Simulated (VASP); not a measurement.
Input for VASP

File POSCAR:
```
CrO2
1.0
  4.3922610793   0.0000000000   0.0000000000
  0.0000000000   4.3922610793   0.0000000000
  0.0000000000   0.0000000000   2.8934801377
Cr O
2 4
direct
  0.0000000000   0.0000000000   0.0000000000
  0.5000000000   0.5000000000   0.5000000000
  0.3034300090   0.3034300090   0.0000000000
  0.8034300090   0.1965699910   0.5000000000
  0.1965699910   0.8034300090   0.5000000000
  0.6965699910   0.6965699910   0.0000000000
```

**INCAR**
```
ALGO = Normal
EDIFF = 1E-6
EDIFFG = -0.02
ENCUT = 520
GGA = PS
IBRION = 2
ISIF = 3
ISMEAR = 1
ISPIN = 2
LASPH = T
LCHARG = F
LMAXMIX = 4
LORBIT = 10
LREAL = F
LWAVE = F
MAGMOM = 2.5 2.5 0.0 0.0 0.0 0.0
NELM = 100
NSW = 60
PREC = Accurate
SIGMA = 0.1
SYSTEM = CrO2
```

### KPOINTS
```
Automatic mesh
0
Gamma
6 6 10
0 0 0
```

POTCAR, in this order: Cr_pv O (PBE.64 set). Program: vasp_std.

Problem. Translate this PBEsol calculation to Ansatz.

Solution. One equivalent input (not run):
Ansatz 0.2 input:
```yaml
crystal:
  lattice:
    - [4.3922611, 0.0000000, 0.0000000]
    - [0.0000000, 4.3922611, 0.0000000]
    - [0.0000000, 0.0000000, 2.8934801]
  atoms:
    - { symbol: Cr, position: [0.0000000, 0.0000000, 0.0000000], spin: 2.5 }
    - { symbol: Cr, position: [0.5000000, 0.5000000, 0.5000000], spin: 2.5 }
    - { symbol: O, position: [0.3034300, 0.3034300, 0.0000000] }
    - { symbol: O, position: [0.8034300, 0.1965700, 0.5000000] }
    - { symbol: O, position: [0.1965700, 0.8034300, 0.5000000] }
    - { symbol: O, position: [0.6965700, 0.6965700, 0.0000000] }
kpoints:
  mp_grid: { grid: [6, 6, 10] }
hamiltonian:
  xc: pbesol
  pseudopotentials: { kind: paw }
magnetization: { spin_polarized: true }
scf:
  occupations: { method: methfessel_paxton, width: 0.1 }
  max_iter: 100
relax:
  max_steps: 60
  f_tol: 0.02
  cell: {}
output: { forces: true, stress: true, eigenvalues: true }
```
What does not carry over: each code has its own PAW files, so the cut-off isn't converted (ENCUT is set for VASP's; basis.ecutwfc is left out, and Ansatz then takes the one that its files recommend); Ansatz stops its SCF on the density residual and VASP on the energy change (EDIFF).

The compound is CrO2 in the rutile structure. It was relaxed first. The start is the result of an earlier pass.
